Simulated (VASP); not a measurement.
**Hg4SSe3 (ordered alloy cell): computed properties**

All values below come from PBEsol GGA, VASP's PBE PAW potentials (set 64) (plane waves; VASP).

| Property | Result |
|---|---|
| space group | R3m (160) |
| cell | a = b = 4.2969 Å, c = 42.1736 Å, α = β = 90.00°, γ = 120.00° |
| volume per atom | 28.10 Å³/atom |
| band gap (over mesh and band path) | none (metal, semimetal or under 0.01 eV) |
| density | 7.91 g/cm³ |

```xyz
8
Lattice="0.0000 3.0383 3.0383 3.0383 0.0000 3.0383 12.1674 12.1674 -0.0141" Properties=species:S:1:pos:R:3 pbc="T T T"
Hg    12.1053    12.1053     0.0481
Hg     3.0199     3.0199     0.0184
Hg     9.1377     9.1377     6.0540
Hg    12.2259    12.2259     6.0042
Se     1.4896     1.4896     1.5487
Se     4.5685     4.5685     1.5082
Se     7.6461     7.6461     1.4689
S     10.6336    10.6336     1.5198
```

Unless said otherwise, spin-orbit coupling is left out, though it shifts the bands of the heavy elements here.

The structure was generated: Hg4SSe3 was put into an ordered model structure (R3m), which need not be its known phase. It was relaxed first. Symmetry was kept, so distortions that lower it aren't found.
